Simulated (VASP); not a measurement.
**GaSb (relaxed from the rock salt structure, space group Fm-3m): computed properties**

Method: PBEsol GGA, VASP's PBE PAW potentials (set 64) (plane waves; VASP 6.6.1).

```json
{
  "space_group": "Fm-3m (225)",
  "cell": "a = b = c = 5.6940 Å, α = β = γ = 90.00°",
  "volume_per_atom": "23.08 Å³/atom",
  "band gap (over mesh and band path)": "none (metal, semimetal or under 0.01 eV)",
  "density": "6.89 g/cm³"
}
```

Space group Fm-3m (No. 225); a = 5.6940 Å, b = 5.6940 Å, c = 5.6940 Å, α = 90.00°, β = 90.00°, γ = 90.00°

```json
[
 {"atom": "Ga", "site": "4a", "symmetry": "m-3m", "x": "0.0000", "y": "0.0000", "z": "0.0000"},
 {"atom": "Sb", "site": "4b", "symmetry": "m-3m", "x": "0.5000", "y": "0.5000", "z": "0.5000"}
]
```
(The calculation used a cell of 2 atoms; values per cell refer to that cell.)

Unless said otherwise, spin-orbit coupling is left out, though it shifts the bands of the heavy elements here.

The structure was generated: GaSb was put into the rock salt type (Fm-3m), which need not be its known phase. It was relaxed first. Symmetry was kept, so distortions that lower it aren't found.
